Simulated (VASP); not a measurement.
Method: LDA (Ceperley-Alder, Perdew-Zunger), VASP's LDA PAW potentials (set 64) (plane waves; VASP).

Input for VASP

**KPOINTS**
```
Automatic
0
Gamma
9 9 9
0 0 0
```

**INCAR**
```
SYSTEM = Ni3Fe
PREC = Accurate
ENCUT = 500
EDIFF = 1E-6
NELM = 100
ALGO = Normal
LREAL = .FALSE.
LASPH = .TRUE.
ISMEAR = 1
SIGMA = 0.1
LMAXMIX = 4
ISPIN = 2
MAGMOM = 2.7 0.6 0.6 0.6
LORBIT = 10
LWAVE = .FALSE.
LCHARG = .FALSE.
IBRION = 2
ISIF = 3
NSW = 40
EDIFFG = -0.02
PSTRESS = 200
```

**POSCAR**
```
Ni3Fe
1.0
  3.3688898371   0.0000000000   0.0000000000
  0.0000000000   3.3688898371   0.0000000000
  0.0000000000   0.0000000000   3.3688898371
Fe Ni
1 3
Direct
  0.0000000000   0.0000000000   0.0000000000
  0.0000000000   0.5000000000   0.5000000000
  0.5000000000   0.0000000000   0.5000000000
  0.5000000000   0.5000000000   0.0000000000
```

POTCAR, in this order: Fe Ni (LDA.64 set). Program: vasp_std.

Output

### OSZICAR
```
       N       E                     dE             d eps       ncg     rms          rms(c)
DAV:   1     0.241573576550E+03    0.24157E+03   -0.16994E+04  3660   0.218E+03
DAV:   2    -0.193941260284E+02   -0.26097E+03   -0.25190E+03  3564   0.380E+02
DAV:   3    -0.332957879268E+02   -0.13902E+02   -0.13257E+02  3577   0.123E+02
DAV:   4    -0.335070232111E+02   -0.21124E+00   -0.21021E+00  3828   0.160E+01
DAV:   5    -0.335135870672E+02   -0.65639E-02   -0.65628E-02  4931   0.242E+00    0.248E+01
DAV:   6    -0.297400831500E+02    0.37735E+01   -0.34159E+01  3555   0.927E+01    0.114E+01
DAV:   7    -0.294095314951E+02    0.33055E+00   -0.44486E+00  3764   0.439E+01    0.113E+01
DAV:   8    -0.292666673804E+02    0.14286E+00   -0.30808E+00  3812   0.386E+01    0.794E+00
DAV:   9    -0.290816289011E+02    0.18504E+00   -0.83073E-01  3941   0.209E+01    0.341E+00
DAV:  10    -0.290484676862E+02    0.33161E-01   -0.65308E-02  5062   0.535E+00    0.112E+00
DAV:  11    -0.290438282831E+02    0.46394E-02   -0.12399E-02  5724   0.183E+00    0.465E-01
DAV:  12    -0.290429628937E+02    0.86539E-03   -0.27309E-03  6382   0.966E-01    0.151E-01
DAV:  13    -0.290429838028E+02   -0.20909E-04   -0.51628E-04  3921   0.534E-01    0.103E-01
DAV:  14    -0.290429478940E+02    0.35909E-04   -0.86288E-05  4362   0.211E-01    0.141E-02
DAV:  15    -0.290429488426E+02   -0.94860E-06   -0.95848E-06  4330   0.372E-02
   1 F= -.24270076E+02 E0= -.24270777E+02  d E =-.242701E+02  mag=     4.4020
```

OUTCAR:
```
------------------------ aborting loop because EDIFF is reached ----------------------------------------
  FORCE on cell =-STRESS in cart. coord.  units (eV):
  Direction    XX          YY          ZZ          XY          YZ          ZX
  --------------------------------------------------------------------------------------
  Total        4.7367239      4.7367239      4.7367239      0.0000000      0.0000000     -0.0000000
  in kB      198.4852415    198.4852415    198.4852415      0.0000000      0.0000000     -0.0000000
  external PRESSURE =      -1.5147585 kB  Pullay stress =     200.0000000 kB
  volume of cell :       38.23
      direct lattice vectors                 reciprocal lattice vectors
     3.368889837  0.000000000  0.000000000     0.296833690  0.000000000  0.000000000
     0.000000000  3.368889837  0.000000000     0.000000000  0.296833690  0.000000000
     0.000000000  0.000000000  3.368889837     0.000000000  0.000000000  0.296833690
 POSITION                                       TOTAL-FORCE (eV/Angst)
 -----------------------------------------------------------------------------------
      0.00000      0.00000      0.00000         0.000000      0.000000      0.000000
      0.00000      1.68444      1.68444         0.000000      0.000000      0.000000
      1.68444      0.00000      1.68444         0.000000      0.000000      0.000000
      1.68444      1.68444      0.00000         0.000000      0.000000      0.000000
 -----------------------------------------------------------------------------------
    total drift:                                0.000000      0.000000      0.000000
  FREE ENERGIE OF THE ION-ELECTRON SYSTEM (eV)
  ---------------------------------------------------
  free  energy   TOTEN  =       -29.0429488426 eV

  energy  without entropy=      -29.0450506968  energy(sigma->0) =      -29.04364946
  enthalpy is  TOTEN    =       -24.2700762379 eV   P V=        4.7728726048

 total charge

# of ion       s       p       d       tot
------------------------------------------
    1        0.539   0.630   6.293   7.462
    2        0.576   0.658   8.421   9.655
    3        0.576   0.658   8.421   9.655
    4        0.576   0.658   8.421   9.655
--------------------------------------------------
tot          2.268   2.603  31.556  36.428

 magnetization (x)

# of ion       s       p       d       tot
------------------------------------------
    1        0.007   0.007   2.595   2.609
    2       -0.012  -0.033   0.621   0.577
    3       -0.012  -0.033   0.621   0.577
    4       -0.012  -0.033   0.621   0.577
--------------------------------------------------
tot         -0.028  -0.091   4.459   4.340

 reached required accuracy - stopping structural energy minimisation
```
(Selected blocks of OUTCAR.)

The compound is Ni3Fe in the L1_2 structure. It was relaxed first under an external pressure of 20 GPa.
